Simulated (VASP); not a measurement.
Input:

```
NiO
1.0
    4.14941     2.07087     2.07087
    2.07087     4.14941     2.07087
    2.07087     2.07087     4.14941
Ni O
2 2
Direct
  0.00000   0.00000   0.00000
  0.50000   0.50000   0.50000
  0.25000   0.25000   0.25000
  0.75000   0.75000   0.75000
```
Starting moments (μB, in the order of the record's atoms Ni Ni O O): 1.3 -1.3 0.0 0.0.

Calculation: optB86b-vdW, VASP's PBE PAW potentials (set 64) (plane waves; VASP). Numerical set-up: 520 eV cut-off, 10×10×10 Γ-centred mesh, tetrahedra with Blöchl corrections, potentials Ni O.

The cores are frozen, which limits the accuracy of field gradients.

Task: Give the principal components of the electric field gradient (V/Å²) and the asymmetry η at each nucleus.

Result: 
```tsv
atom	Vxx	Vyy	Vzz	η
Ni1	-0.9	-0.9	1.8	0.00
Ni2	-0.9	-0.9	1.8	0.00
O3	1.9	1.9	-3.8	0.00
O4	1.9	1.9	-3.8	0.00
```

The compound is NiO in the rock salt, AFM-II order structure. It was relaxed first.
